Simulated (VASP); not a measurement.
Method: optB86b-vdW, VASP's PBE PAW potentials (set 64) (plane waves; VASP).

A VASP calculation is set up with these files.

### INCAR
```
AGGAC  =  0.0
ALGO  =  Normal
EDIFF  =  1E-7
ENCUT  =  520
GGA  =  MK
ISIF  =  2
ISMEAR  =  0
LASPH  =  .TRUE.
LCHARG  =  .FALSE.
LREAL  =  .FALSE.
LUSE_VDW  =  .TRUE.
LWAVE  =  .FALSE.
NELM  =  100
PARAM1  =  0.1234
PARAM2  =  1.0
PREC  =  Accurate
SIGMA  =  0.05
SYSTEM  =  Na2S
```

### KPOINTS
```
Automatic mesh
0
Gamma
6 6 6
0 0 0
```

### POSCAR
```
Na2S
1
    0.0000000000     3.2283783687     3.2283783687
    3.2283783687     0.0000000000     3.2283783687
    3.2283783687     3.2283783687     0.0000000000
Na S
2 1
Direct
  0.2500000000   0.2500000000   0.2500000000
  0.7500000000   0.7500000000   0.7500000000
  0.0000000000   0.0000000000   0.0000000000
```

POTCAR, in this order: Na_pv S (PBE.64 set). Program: vasp_std.

### Question
What does the run give for the energy per atom (σ→0), band gap (on the k-mesh)?

### Answer

```yaml
energy per atom (σ→0): -1.425 eV/atom
band gap (on the k-mesh): 2.60 eV
```

OSZICAR:
```
...
DAV:   9    -0.427215610254E+01    0.19527E-04   -0.39412E-04   592   0.176E-01    0.416E-01
DAV:  10    -0.427355879600E+01   -0.14027E-02   -0.35471E-03   448   0.411E-01    0.164E-01
DAV:  11    -0.427352770343E+01    0.31093E-04   -0.64704E-05   556   0.895E-02    0.104E-01
DAV:  12    -0.427353249955E+01   -0.47961E-05   -0.48608E-05   448   0.696E-02    0.212E-02
DAV:  13    -0.427353282421E+01   -0.32466E-06   -0.27797E-05   508   0.488E-02    0.209E-02
DAV:  14    -0.427353261377E+01    0.21044E-06   -0.17348E-06   472   0.136E-02    0.424E-03
DAV:  15    -0.427353266157E+01   -0.47802E-07   -0.33055E-07   446   0.431E-03
   1 F= -.42735327E+01 E0= -.42735327E+01  d E =-.211239E-16
```

The compound is Na2S in the antifluorite structure. This cell is one point of a volume scan, at 0.97 of the reference volume.
